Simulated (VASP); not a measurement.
Given:

```
CELL_PARAMETERS angstrom
      0.00000     2.70500     2.70500
      2.70500     0.00000     2.70500
      2.70500     2.70500     0.00000
ATOMIC_POSITIONS crystal
  Zn 0.00000 0.00000 0.00000
  S  0.25000 0.25000 0.25000
```

Method: PBE GGA, VASP's PBE PAW potentials (set 64) (plane waves; VASP 6.6.1). Run with PREC = Normal, 500 eV cut-off, 6×6×6 Γ-centred mesh, Gaussian smearing of 0.010 eV, potentials Zn_sv_GW S_GW.

Question: Predict the energy per atom (σ→0), band gap (on the k-mesh) with the smallest direct gap where there is one.

Answer: 
```yaml
band gap (on the k-mesh): 2.09 eV
smallest direct gap (on the k-mesh): 2.09 eV
energy per atom (σ→0): -3431 meV/atom
```

The compound is ZnS in the zinc blende structure. The cell was not relaxed at this level.
